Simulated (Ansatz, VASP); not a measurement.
**In26Si8O55 (amorphous 62In2O3-38SiO2 (mol %)) in two plane-wave programs**

Aim: how closely do two programs agree when they are given the same cell, functional and k mesh? Of the first pair: The structure shown is the start of the Ansatz relaxation below; VASP solves that cell, so the two are compared at the walk's first step.

Main program and level: Ansatz 0.2.0; plane waves, with VASP 6.6.1 beside it; single point at r2SCAN.

**1. Starting point**

The cell holds 89 atoms: 26 In, 8 Si and 55 O. Cell: a = 9.966 Å, b = 10.161 Å, c = 10.271 Å, α = 89.2°, β = 91.3°, γ = 91.6°. As first built, before any earlier steps moved the atoms (in the runner's words): 89 atoms (26 Sc, 8 Si, 55 O) placed at random at 3.2 g/cm^3, melted at 5000 K for 10 ps at fixed volume with the Morse and Coulomb pair potential with partial charges (Pedone, Malavasi, Menziani, Cormack and Segre, J. Phys. Chem. B 110, 11780 (2006)). Quenched from 5000 K to 300 K at 50 K/ps and fixed volume, held 10 ps at zero pressure, then minimised at fixed cell. Then Sc was replaced by In and the cell scaled by 1.031 (the potential has no terms for the new elements, so the cell is a start for a DFT relaxation).

**2. Ansatz: relaxation, r2SCAN**

Ansatz runs on its PAW soft_1 files.

The two programs are compared at the cell with which this relaxation starts, whose forces are those of its first step.

input.yaml reads:

```yaml
crystal:
  lattice:
    - [9.96484, -0.13685, -0.11721]
    - [-0.13685, 10.15934, 0.0733]
    - [-0.11721, 0.0733, 10.27004]
  atoms:
    - { symbol: In, position: [0.53725, 0.43914, 0.25995] }
    - { symbol: In, position: [0.35283, 0.68308, 0.5346] }
    - { symbol: In, position: [0.44618, 0.68079, 0.92519] }
    - { symbol: In, position: [0.88232, 0.1297, 0.64902] }
    - { symbol: In, position: [0.5751, 0.1765, 0.78494] }
    - { symbol: In, position: [0.13687, 0.65689, 0.06164] }
    - { symbol: In, position: [0.79345, 0.61645, 0.41473] }
    - { symbol: In, position: [0.27053, 0.35097, 0.03653] }
    - { symbol: In, position: [0.66038, 0.78789, 0.22403] }
    - { symbol: In, position: [0.33444, 0.90753, 0.71429] }
    - { symbol: In, position: [0.09842, 0.63367, 0.35638] }
    - { symbol: In, position: [0.46375, 0.05936, 0.3102] }
    - { symbol: In, position: [0.2243, 0.52291, 0.77278] }
    - { symbol: In, position: [0.05566, 0.39242, 0.54421] }
    - { symbol: In, position: [0.67399, 0.2435, 0.06151] }
    - { symbol: In, position: [0.93252, 0.32405, 0.87578] }
    - { symbol: In, position: [0.6719, 0.90241, 0.89176] }
    - { symbol: In, position: [0.63393, 0.89789, 0.56181] }
    - { symbol: In, position: [0.74115, 0.37173, 0.55823] }
    - { symbol: In, position: [0.74093, 0.56652, 0.02816] }
    - { symbol: In, position: [0.1401, 0.07906, 0.47321] }
    - { symbol: In, position: [0.02717, 0.9498, 0.87961] }
    - { symbol: In, position: [0.98119, 0.37852, 0.21029] }
    - { symbol: In, position: [0.38634, 0.02552, 0.98908] }
    - { symbol: In, position: [0.77415, 0.11775, 0.32184] }
    - { symbol: In, position: [0.24473, 0.2012, 0.77173] }
    - { symbol: Si, position: [0.6933, 0.63004, 0.74328] }
    - { symbol: Si, position: [0.92865, 0.89153, 0.12549] }
    - { symbol: Si, position: [0.00618, 0.85178, 0.56215] }
    - { symbol: Si, position: [0.97148, 0.67771, 0.79206] }
    - { symbol: Si, position: [0.38143, 0.74911, 0.22852] }
    - { symbol: Si, position: [0.44683, 0.41079, 0.59406] }
    - { symbol: Si, position: [0.29557, 0.30289, 0.35885] }
    - { symbol: Si, position: [0.13512, 0.09272, 0.16796] }
    - { symbol: O, position: [0.72763, 0.2826, 0.87651] }
    - { symbol: O, position: [0.84586, 0.2335, 0.17845] }
    - { symbol: O, position: [0.81367, 0.93903, 0.21449] }
    - { symbol: O, position: [0.6253, 0.74502, 0.02363] }
    - { symbol: O, position: [0.04078, 0.00108, 0.07745] }
    - { symbol: O, position: [0.6742, 0.45108, 0.39535] }
    - { symbol: O, position: [0.01487, 0.77306, 0.17346] }
    - { symbol: O, position: [0.31839, 0.15212, 0.39713] }
    - { symbol: O, position: [0.62515, 0.03855, 0.42702] }
    - { symbol: O, position: [0.49091, 0.55709, 0.58923] }
    - { symbol: O, position: [0.5856, 0.19692, 0.23231] }
    - { symbol: O, position: [0.95789, 0.80953, 0.70485] }
    - { symbol: O, position: [0.11919, 0.24034, 0.12234] }
    - { symbol: O, position: [0.90493, 0.34124, 0.67641] }
    - { symbol: O, position: [0.86146, 0.87855, 0.98101] }
    - { symbol: O, position: [0.18988, 0.55466, 0.52276] }
    - { symbol: O, position: [0.9328, 0.98182, 0.52805] }
    - { symbol: O, position: [0.35218, 0.3477, 0.22259] }
    - { symbol: O, position: [0.75555, 0.5676, 0.62138] }
    - { symbol: O, position: [0.95692, 0.1227, 0.82996] }
    - { symbol: O, position: [0.40018, 0.37965, 0.44817] }
    - { symbol: O, position: [0.29312, 0.54051, 0.96396] }
    - { symbol: O, position: [0.15999, 0.89825, 0.57241] }
    - { symbol: O, position: [0.68373, 0.77402, 0.4215] }
    - { symbol: O, position: [0.28717, 0.05269, 0.15523] }
    - { symbol: O, position: [0.94885, 0.48442, 0.39296] }
    - { symbol: O, position: [0.97429, 0.73987, 0.4649] }
    - { symbol: O, position: [0.84177, 0.2214, 0.47552] }
    - { symbol: O, position: [0.37715, 0.22256, 0.93601] }
    - { symbol: O, position: [0.9155, 0.45561, 0.02443] }
    - { symbol: O, position: [0.78001, 0.63285, 0.21218] }
    - { symbol: O, position: [0.59356, 0.56464, 0.84165] }
    - { symbol: O, position: [0.56543, 0.31887, 0.63702] }
    - { symbol: O, position: [0.40376, 0.10065, 0.70374] }
    - { symbol: O, position: [0.70111, 0.03281, 0.71312] }
    - { symbol: O, position: [0.66103, 0.77984, 0.72474] }
    - { symbol: O, position: [0.45658, 0.87868, 0.87831] }
    - { symbol: O, position: [0.31919, 0.69885, 0.74389] }
    - { symbol: O, position: [0.43239, 0.86398, 0.55159] }
    - { symbol: O, position: [0.4829, 0.63493, 0.24266] }
    - { symbol: O, position: [0.06763, 0.73913, 0.89986] }
    - { symbol: O, position: [0.03362, 0.55969, 0.72849] }
    - { symbol: O, position: [0.14323, 0.31906, 0.37845] }
    - { symbol: O, position: [0.32697, 0.37981, 0.68741] }
    - { symbol: O, position: [0.82709, 0.64096, 0.84324] }
    - { symbol: O, position: [0.14028, 0.34667, 0.86645] }
    - { symbol: O, position: [0.47653, 0.87888, 0.23383] }
    - { symbol: O, position: [0.27842, 0.73976, 0.34284] }
    - { symbol: O, position: [0.2174, 0.00142, 0.85109] }
    - { symbol: O, position: [0.60305, 0.428, 0.08078] }
    - { symbol: O, position: [0.59375, 0.07012, 0.97304] }
    - { symbol: O, position: [0.11071, 0.20106, 0.61553] }
    - { symbol: O, position: [0.1305, 0.5206, 0.19773] }
    - { symbol: O, position: [0.31279, 0.75895, 0.08916] }
    - { symbol: O, position: [0.06929, 0.05705, 0.29909] }
kpoints:
  mp_grid: { grid: [1, 1, 1] }
hamiltonian:
  xc: r2scan
  pseudopotentials: { kind: paw, azcp: { folder: soft_1 } }
scf:
  occupations: { method: gaussian, width: 0.025 }
output:
  forces: true
  eigenvalues: true
  stress: true
relax:
  f_tol: 0.05
  max_steps: 70
```

Started as:

```sh
ansatz run input.yaml --threads 4 --pin off --max-ram 15872MiB --backend cpu --events-out ev --progress --plain --runs-dir out
```

Numbers of over 12 decimals in the logs are rounded to 6 here.

The program printed:

```text
Warning: output.stress: scf.convergence.dr2_threshold = 1e-7 eV (the SCF's general default) is looser than the 8.9e-9 eV advised for a printed stress (1e-10 eV for each atom of the cell: 89). What an SCF threshold leaves in a stress goes as its square root, and in the free energy as the threshold itself, and one threshold admits the most on a small cell: [figures from the program's tests cut] Every solve of this run  [...]
Engine: ansatz 0.2.0, aarch64-unknown-linux-gnu
Pseudopotentials: kind: paw
Pseudopotential: In, paw, valence charge 13, recommended cutoff 500 eV (meta_gga), soft_1/In.paw.azcp
Pseudopotential: Si, paw, valence charge 4, recommended cutoff 500 eV (meta_gga), soft_1/Si.paw.azcp
Pseudopotential: O, paw, valence charge 6, recommended cutoff 500 eV (meta_gga), soft_1/O.paw.azcp
Functional definition: r2SCAN
  parameter k0 = 0.174
  parameter k1 = 0.065
  parameter a1 = 4.9479
  exchange = r2scan_x(k0 = k0, k1 = k1, a1 = a1)
  correlation = r2scan_c
Crystal: 89 atoms, lattice volume = 1039.317 Å³
Basis set: ecut = 500 eV, 26425 PW (Γ), exchange–correlation on 300×300×300 points (64 copies of the dense FFT grid, shifted against one another)
Bands: 439, of which v1, the nominal top of the filled ones, is band 350 counted from 1 (349 counted from 0)
Symmetry: 1 space group operations
Space group: P1 (ITA 1), of the structure as read, at distance tolerance 1.0e-4 Å
k-points: 1
Non-local potential: In, projectors of the file, l = 0: 2, l = 1: 2, l = 2: 2, l = 3: 1
Non-local potential: Si, projectors of the file, l = 0: 2, l = 1: 2, l = 2: 1
Non-local potential: O, projectors of the file, l = 0: 2, l = 1: 2, l = 2: 1
PAW form: soft (Blöchl's): semilocal exchange-correlation on the pseudo side does not see the compensation charge
PAW frozen core: In, regenerated for the run's functional (the file was generated under x = pbe(κ = 0.804, μ = 0.219515), c = pbe(β = 0.066725))
PAW frozen core: Si, regenerated for the run's functional (the file was generated under x = pbe(κ = 0.804, μ = 0.219515), c = pbe(β = 0.066725))
PAW frozen core: O, regenerated for the run's functional (the file was generated under x = pbe(κ = 0.804, μ = 0.219515), c = pbe(β = 0.066725))
PAW one-centre angular grid: In, 590 points (default); XC on 160 Gauss nodes
PAW one-centre angular grid: Si, 302 points (default); XC on 160 Gauss nodes
PAW one-centre angular grid: O, 302 points (default); XC on 160 Gauss nodes
Initial density: superposition of atomic densities (chi_scale 0.1, normalization cell, long waves kept (reshape's long-wave potential 0.71 eV rms))
Initial wavefunctions: pseudopotential atomic-orbital guess
Functional: x = r2scan, c = r2scan; τ floored in thin density (d = 2e-4 eV/Å³)
SCF iter   1: F=—  HF=-182341.645125 eV  |F-HF|=—  |Δ(HF+E_count)|=         —  Δρ=9.66e-2  dr2=9.78e1  dr2_τ=1.00e1  ethr=3.10e-3  ⟨swp⟩=6.0  Hψ=1885  notcnv=0  defer=20
preconditioner: auto → Resta (q_TF=auto, 2.554 Å⁻¹)  ε∞=3.6  [insulator: Δε(μ)=2.172 eV  Ē_g=18.794 eV  σ=0.025 eV  W_gap=1.00  n_scr=274 (ndim 8)  ℏωp=30.5 eV  f_vac=0.006  D(μ)=0.00/eV (n_scr^D=0)  ε∞_Penn≈3.6]
SCF iter   2: F=—  HF=-182322.913982 eV  |F-HF|=—  |Δ(HF+E_count)|=    1.87e1  Δρ=4.45e-2  dr2=1.91e1  dr2_τ=1.23e0  ethr=3.10e-3  ⟨swp⟩=3.0  Hψ=864  notcnv=0  defer=84
SCF iter   3: F=—  HF=-182321.406157 eV  |F-HF|=—  |Δ(HF+E_count)|=    1.51e0  Δρ=1.29e-2  dr2=2.29e0  dr2_τ=1.69e-1  ethr=2.73e-3  ⟨swp⟩=3.0  Hψ=860  notcnv=0  defer=84
SCF iter   4: F=—  HF=-182321.165980 eV  |F-HF|=—  |Δ(HF+E_count)|=   2.40e-1  Δρ=4.64e-3  dr2=1.70e-1  dr2_τ=1.82e-2  ethr=3.27e-4  ⟨swp⟩=3.0  Hψ=709  notcnv=0  defer=84
SCF iter   5: F=—  HF=-182321.185873 eV  |F-HF|=—  |Δ(HF+E_count)|=   1.99e-2  Δρ=1.67e-3  dr2=2.54e-2  dr2_τ=2.48e-3  ethr=2.43e-5  ⟨swp⟩=2.0  Hψ=860  notcnv=0  defer=84
SCF iter   6: F=—  HF=-182321.185484 eV  |F-HF|=—  |Δ(HF+E_count)|=   3.89e-4  Δρ=8.67e-4  dr2=6.36e-3  dr2_τ=7.32e-4  ethr=3.64e-6  ⟨swp⟩=2.0  Hψ=710  notcnv=0  defer=84
[...]
--- Relaxed structure (26 steps of the walk, 25 accepted, 0 SCFs on fresh bases) ---
  F+E_penalty+E_count = -182326.80590530 eV   max|allowed force component| = 1.676e-2 eV/Å
  atoms:
    - { symbol: In, position: [0.543047, 0.467601, 0.265642] }
    - { symbol: In, position: [0.406579, 0.709162, 0.490535] }
    - { symbol: In, position: [0.437018, 0.691450, 0.914962] }
    - { symbol: In, position: [0.881388, 0.127442, 0.685321] }
    - { symbol: In, position: [0.567368, 0.197312, 0.806692] }
    - { symbol: In, position: [0.083735, 0.588185, 0.023224] }
    - { symbol: In, position: [0.798939, 0.617846, 0.417966] }
    - { symbol: In, position: [0.285940, 0.367617, 0.045595] }
    - { symbol: In, position: [0.650200, 0.777119, 0.216434] }
    - { symbol: In, position: [0.346608, 0.928469, 0.701554] }
    - { symbol: In, position: [0.119983, 0.645093, 0.340907] }
    - { symbol: In, position: [0.479510, 0.056966, 0.345827] }
    - { symbol: In, position: [0.220218, 0.566581, 0.729690] }
    - { symbol: In, position: [0.000285169, 0.379301, 0.545063] }
    - { symbol: In, position: [0.649656, 0.237829, 0.093768] }
    - { symbol: In, position: [0.936787, 0.263252, 0.960303] }
    - { symbol: In, position: [0.681817, 0.905062, 0.899288] }
    - { symbol: In, position: [0.660581, 0.907739, 0.570604] }
    - { symbol: In, position: [0.695573, 0.274401, 0.476688] }
    - { symbol: In, position: [0.719508, 0.536029, 0.00854888] }
    - { symbol: In, position: [0.157611, 0.106669, 0.489316] }
    - { symbol: In, position: [0.045637, 0.903528, 0.868257] }
    - { symbol: In, position: [0.985366, 0.364066, 0.237245] }
    - { symbol: In, position: [0.387433, 0.010524, 1.007614] }
    - { symbol: In, position: [0.851022, 0.074896, 0.319877] }
    - { symbol: In, position: [0.239957, 0.216431, 0.789593] }
    - { symbol: Si, position: [0.663757, 0.618647, 0.724655] }
    - { symbol: Si, position: [0.940168, 0.856440, 0.119463] }
    - { symbol: Si, position: [-0.000118766, 0.863839, 0.550376] }
    - { symbol: Si, position: [0.928228, 0.642376, 0.738551] }
    - { symbol: Si, position: [0.361771, 0.785979, 0.212513] }
    - { symbol: Si, position: [0.463624, 0.428015, 0.608832] }
    - { symbol: Si, position: [0.309116, 0.322126, 0.376550] }
    - { symbol: Si, position: [0.140216, 0.079920, 0.178310] }
    - { symbol: O, position: [0.728613, 0.295126, 0.908175] }
    - { symbol: O, position: [0.851392, 0.200403, 0.148052] }
    - { symbol: O, position: [0.825819, 0.902985, 0.216513] }
    - { symbol: O, position: [0.619328, 0.736883, 0.019375] }
    - { symbol: O, position: [0.059932, -0.032110, 0.090084] }
    - { symbol: O, position: [0.664884, 0.461578, 0.423632] }
    - { symbol: O, position: [0.010246, 0.722958, 0.161301] }
    - { symbol: O, position: [0.343049, 0.172943, 0.429865] }
    - { symbol: O, position: [0.675113, 0.063287, 0.438751] }
    - { symbol: O, position: [0.534371, 0.577044, 0.608085] }
    - { symbol: O, position: [0.585639, 0.232715, 0.285505] }
    - { symbol: O, position: [0.940744, 0.804048, 0.687673] }
    - { symbol: O, position: [0.114042, 0.227848, 0.125905] }
    - { symbol: O, position: [0.828843, 0.311007, 0.639100] }
    - { symbol: O, position: [0.872148, 0.844741, 0.975036] }
    - { symbol: O, position: [0.229359, 0.605656, 0.512975] }
    - { symbol: O, position: [0.908056, 0.993444, 0.528405] }
    - { symbol: O, position: [0.358546, 0.350612, 0.233104] }
    - { symbol: O, position: [0.795736, 0.602879, 0.625543] }
    - { symbol: O, position: [0.946694, 0.081712, 0.865752] }
    - { symbol: O, position: [0.407131, 0.422324, 0.457541] }
    - { symbol: O, position: [0.282009, 0.548746, 0.939604] }
    - { symbol: O, position: [0.151870, 0.919894, 0.581018] }
    - { symbol: O, position: [0.659199, 0.768492, 0.423576] }
[...]
- { symbol: O, position: [0.254994, 0.808490, 0.323166] }
    - { symbol: O, position: [0.221926, 0.00321319, 0.857750] }
    - { symbol: O, position: [0.555222, 0.422656, 0.074105] }
    - { symbol: O, position: [0.600527, 0.061261, 1.007707] }
    - { symbol: O, position: [0.086709, 0.206785, 0.641412] }
    - { symbol: O, position: [0.155527, 0.500515, 0.190386] }
    - { symbol: O, position: [0.311025, 0.788128, 0.063527] }
    - { symbol: O, position: [0.069288, 0.050701, 0.316931] }
```

(Continued in part 2 of 3.)

[Lines on the potential files, build, host, timing and source positions are cut from VASP's logs without a mark.]

[Logs are printed without paths, hosts, clocks, repeated set-up lines and the standing remarks that a program may print on its own settings, such as how far it seeks lower states.]

[Hosts, paths, dates, database ids (printed as entryN), source tags and the programs' standing remarks are cut or masked in the printed files.]
